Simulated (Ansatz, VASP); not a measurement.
**Mg5Cd3O8: VASP beside Ansatz**

```
Cd Mg O
1.0
    -4.40538   -4.40538    0.00000
    -4.40538    0.00000   -4.40538
     0.02255   -4.42794   -4.42794
Cd Mg O
3 5 8
Direct
  0.50000 0.50000 0.50000
  0.00000 0.50000 0.50000
  0.50000 0.00000 0.50000
  0.00000 0.00000 0.50000
  0.50000 0.50000 0.00000
  0.00000 0.50000 0.00000
  0.50000 0.00000 0.00000
  0.00000 0.00000 0.00000
  0.25015 0.25015 0.22933
  0.77037 0.25015 0.22933
  0.25015 0.77037 0.22933
  0.76067 0.76067 0.21800
  0.23933 0.23933 0.78200
  0.74985 0.22963 0.77067
  0.22963 0.74985 0.77067
  0.74985 0.74985 0.77067
```

Alike in both runs: functional PBEsol; k mesh 4 × 4 × 4; occupations gaussian, width 0.1 eV; no spin polarisation.

Ansatz relaxed the structure, and its values are those at the end. VASP's run is a single point on that final structure, the one shown.

|  | VASP | Ansatz |
| --- | --- | --- |
| version | VASP 6.6.1 | Ansatz 0.2.0 |
| potentials or method | VASP PAW PBE potentials, release 64 (Cd, Mg, O) | scalar-relativistic, plane waves, PAW |
| plane-wave cutoff (eV) | 520 | 420 |
| valence electrons in the cell | 94 | 158 |

```tsv
	VASP	Ansatz	Ansatz less VASP
gap on the k mesh at the Fermi level (eV)	1.77	1.78	+0.012
least direct gap on the mesh (eV)	1.77	1.78	+0.012
pressure (GPa)	0.7	0.1	-0.56
rms of the force components (eV/Å)	0.044	0.010	-0.0335
```

The functional is the same, so the differences come from potentials, cutoffs and numerics. The two sets of potentials don't hold the same shells in valence.

Caveats: the PAW data sets were made with another functional, which shifts forces and pressure a little (VASP). As with any semilocal functional, this PBEsol gap is likely too small.
